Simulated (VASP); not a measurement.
Given:

```xyz
8
Lattice="4.5175 0.0000 0.0000 0.0000 4.5175 0.0000 0.0000 0.0000 4.5175" Properties=species:S:1:pos:R:3 pbc="T T T"
Si     0.7168     1.5420     2.9755
Si     2.9755     0.7168     1.5420
Si     3.8007     3.8007     3.8007
Si     1.5420     2.9755     0.7168
Ru     3.8939     2.8824     1.6351
Ru     1.6351     3.8939     2.8824
Ru     0.6236     0.6236     0.6236
Ru     2.8824     1.6351     3.8939
```

All values below come from LDA (Ceperley-Alder, Perdew-Zunger), VASP's LDA PAW potentials (set 64) (plane waves; VASP). Run with 500 eV cut-off, 5×5×5 Γ-centred mesh, Gaussian smearing of 0.050 eV, potentials Si Ru_pv.

Energy and stress use the plane-wave basis of the starting cell.

Question: The ions, cell shape and volume at an external pressure of 45.0 GPa are relaxed. Which structure does the run end with?

Answer: 
```xyz
8
Lattice="4.4637 0.0000 0.0000 0.0000 4.4637 0.0000 0.0000 0.0000 4.4637" Properties=species:S:1:pos:R:3 pbc="T T T"
Si     0.7044     1.5274     2.9363
Si     2.9363     0.7044     1.5274
Si     3.7593     3.7593     3.7593
Si     1.5274     2.9363     0.7044
Ru     3.8391     2.8565     1.6072
Ru     1.6072     3.8391     2.8565
Ru     0.6246     0.6246     0.6246
Ru     2.8565     1.6072     3.8391
```
Space group P2_13 (198), at a tolerance of 0.03 Å.

Question: How do energy and volume change from the first to the last step?

Answer: The energy (σ→0) changes by +95.2 meV/atom and the volume by -3.5 %, in 7 ionic steps.

The compound is RuSi in the B20 structure. This run relaxes it under an external pressure of 45 GPa. Symmetry was kept, so distortions that lower it aren't found.
